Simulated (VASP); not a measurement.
These are PBE GGA, VASP's PBE PAW potentials (set 64) (plane waves; VASP) values and carry that method's errors.

A VASP calculation is set up with these files.

KPOINTS:
```
kpoints
0
Gamma
  10 10 10
```

File POSCAR:
```
Ca
1
    0.0000000000     2.7900000000     2.7900000000
    2.7900000000     0.0000000000     2.7900000000
    2.7900000000     2.7900000000     0.0000000000
Ca
1
Direct
  0.0000000000   0.0000000000   0.0000000000
```

### INCAR
```
ALGO=Normal
EDIFF=1E-6
EDIFFG=-0.01
ENCUT=520
GGA=PE
IBRION=2
ISIF=3
ISMEAR=1
LASPH=.TRUE.
LCHARG=.FALSE.
LREAL=.FALSE.
LWAVE=.FALSE.
NELM=100
NSW=60
PREC=Accurate
SIGMA=0.1
SYSTEM=Ca
```

POTCAR, in this order: Ca_sv (PBE.64 set). Program: vasp_std.

Energy and stress use the plane-wave basis of the starting cell.

Q: Predict the energy per atom (σ→0), volume per atom, band gap (on the k-mesh).

A: 
The energy per atom (σ→0) is -1.931 eV/atom and the band gap (on the k-mesh) is none (metal, semimetal or under 0.01 eV). The volume per atom is 42.17 Å³/atom.

**OSZICAR**
```
...
DAV:   1    -0.193915499709E+01   -0.79558E-02   -0.23370E-01   899   0.580E+00    0.543E-01
DAV:   2    -0.193280764860E+01    0.63473E-02   -0.20854E-02   905   0.183E+00    0.283E-01
DAV:   3    -0.193111628895E+01    0.16914E-02   -0.12926E-02  1110   0.104E+00    0.938E-02
DAV:   4    -0.193118591441E+01   -0.69625E-04   -0.10147E-03   982   0.379E-01    0.453E-02
DAV:   5    -0.193135074517E+01   -0.16483E-03   -0.25076E-04  1305   0.846E-02    0.220E-02
DAV:   6    -0.193137004691E+01   -0.19302E-04   -0.29252E-05  1430   0.359E-02    0.600E-03
DAV:   7    -0.193136911081E+01    0.93610E-06   -0.24998E-06   975   0.192E-02
   3 F= -.19313691E+01 E0= -.19314156E+01  d E =-.182204E-02
```

The compound is Ca in the fcc structure. This run relaxes it. Symmetry was kept, so distortions that lower it aren't found.
